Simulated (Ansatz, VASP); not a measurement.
# One calculation of CuF, two programs

```xyz
4
Lattice="3.5087 0.0000 0.0000 -1.7543 3.0386 0.0000 0.0000 0.0000 4.9011" Properties=species:S:1:pos:R:3 pbc="T T T"
Cu    0.0000    2.0257    1.2253
Cu    1.7543    1.0129    3.6758
F     1.7543    1.0129    1.2253
F     0.0000    2.0257    3.6758
```

Change from the starting cell: uniaxial_z strain -3.6%.

Alike in both runs: task single point; functional PBE; k mesh 12 × 12 × 6; occupations fermi-dirac, width 0.02 eV; no spin polarisation.

```csv
,VASP,Ansatz
version,VASP 6.6.1,Ansatz 0.2.0
potentials or method,"VASP PAW PBE potentials, release 64 (Cu, F)","plane waves, PAW"
plane-wave cutoff (eV),520,420
valence electrons in the cell,36,52
```

```csv
,VASP,Ansatz,Ansatz less VASP
pressure (GPa),6.8,6.6,-0.23
largest component of the traceless stress (GPa),0.36,0.02,-0.343
```

With one functional, cell and mesh, what is left measures potentials, basis and numerics. The two sets of potentials don't hold the same shells in valence.

Caveats: the run has no spin polarisation, though such a crystal can be magnetic.
